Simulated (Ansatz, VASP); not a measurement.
**Na2BrF: VASP beside Ansatz**

```
F Na Br
1.0
     3.82452    0.00000    0.00000
     0.00000    3.82452    0.00000
     0.00000    0.00000    5.46197
F Na Br
1 2 1
Direct
  0.00000 0.00000 0.00000
  0.00000 0.00000 0.50000
  0.50000 0.50000 0.00000
  0.50000 0.50000 0.50000
```

Change from the starting cell: epitaxial_xy strain -1.7%.

Alike in both runs: task single point; functional PBE; k mesh 6 × 6 × 6; occupations fermi-dirac, width 0.02 eV; no spin polarisation.

|  | VASP | Ansatz |
| --- | --- | --- |
| version | VASP 6.6.1 | Ansatz 0.2.0 |
| potentials or method | VASP PAW PBE potentials, release 64 (F, Na_pv, Br) | plane waves, PAW |
| plane-wave cutoff (eV) | 520 | 420 |
| valence electrons in the cell | 28 | 32 |

|  | VASP | Ansatz | Ansatz less VASP |
| --- | --- | --- | --- |
| gap on the k mesh at the Fermi level (eV) | 4.70 | 4.70 | +0.005 |
| pressure (GPa) | 2.2 | 2.2 | +0.05 |
| largest component of the traceless stress (GPa) | 0.86 | 0.85 | -0.007 |

The two sets of potentials don't hold the same shells in valence.

A k mesh can miss the band edges.
